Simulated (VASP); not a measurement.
Consider the following.

```
V
1.0
   -1.48264     1.48264     1.48264
    1.48264    -1.48264     1.48264
    1.48264     1.48264    -1.48264
V
1
Direct
  0.00000   0.00000   0.00000
```

The numbers are results of revTPSS meta-GGA, VASP's PBE PAW potentials (set 64) (plane waves; VASP), not measurements. Settings: 520 eV cut-off, 19×19×19 Γ-centred mesh, tetrahedra with Blöchl corrections, potentials V_sv.

Question: Give the energies of bands 5 to 9 at the high-symmetry points, in eV from the Fermi level.

Answer: 
| band | Γ | H | N | P |
|---|---|---|---|---|
| 5 | -6.72 | -3.15 | -3.31 | -1.17 |
| 6 | 0.44 | -3.15 | -1.20 | -1.17 |
| 7 | 0.44 | 3.95 | 1.71 | -1.17 |
| 8 | 0.44 | 3.95 | 2.62 | 3.09 |
| 9 | 2.62 | 3.95 | 3.02 | 3.09 |

It has no gap at this level: it comes out as a metal or semimetal.

The compound is V in the bcc structure. It was relaxed first, which changed the volume by -6 %. The run is not spin-polarised, so no magnetic state was tried.
